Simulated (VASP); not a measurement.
An input for Ansatz (written as the equivalent of a VASP run, and not itself run):

Ansatz 0.2 input:
```yaml
crystal:
  lattice:
    - [1.8310834, -3.1715295, 0.0000000]
    - [1.8310834, 3.1715295, 0.0000000]
    - [0.0000000, 0.0000000, 5.7017426]
  atoms:
    - { symbol: Tl, position: [0.3333330, 0.6666670, 0.2500000] }
    - { symbol: Tl, position: [0.6666670, 0.3333330, 0.7500000] }
kpoints:
  mp_grid: { grid: [10, 10, 6] }
hamiltonian:
  xc: revpbe
  pseudopotentials: { kind: paw }
scf:
  occupations: { method: methfessel_paxton, width: 0.1 }
  max_iter: 100
relax:
  max_steps: 60
  f_tol: 0.01
  cell: {}
output: { forces: true, stress: true, eigenvalues: true }
```

**Question.** Write the VASP files for the same calculation (revPBE).

**Answer.** This is not unique; one that fits is 
INCAR:
```
SYSTEM = Tl
PREC = Accurate
ENCUT = 520
EDIFF = 1E-6
NELM = 100
ALGO = Normal
LREAL = .FALSE.
LASPH = .TRUE.
ISMEAR = 1
SIGMA = 0.1
GGA = RE
LMAXMIX = 4
LWAVE = .FALSE.
LCHARG = .FALSE.
IBRION = 2
ISIF = 3
NSW = 60
EDIFFG = -0.01
```

### POSCAR
```
Tl
1
    1.8310833566    -3.1715295279     0.0000000000
    1.8310833566     3.1715295279     0.0000000000
   -0.0000000000    -0.0000000000     5.7017426380
Tl
2
Direct
  0.3333330000   0.6666670000   0.2500000000
  0.6666670000   0.3333330000   0.7500000000
```

### KPOINTS
```
Automatic mesh
0
Gamma
10 10 6
0 0 0
```

POTCAR, in this order: Tl_d (PBE.64 set). Program: vasp_std.

What does not carry over: each code has its own PAW files, so the cut-off isn't converted (ENCUT is set for VASP's; basis.ecutwfc is left out, and Ansatz then takes the one that its files recommend); Ansatz stops its SCF on the density residual and VASP on the energy change (EDIFF).

The compound is Tl in the hcp structure. This run relaxes it. Symmetry was kept, so distortions that lower it aren't found. The start is the result of an earlier pass.
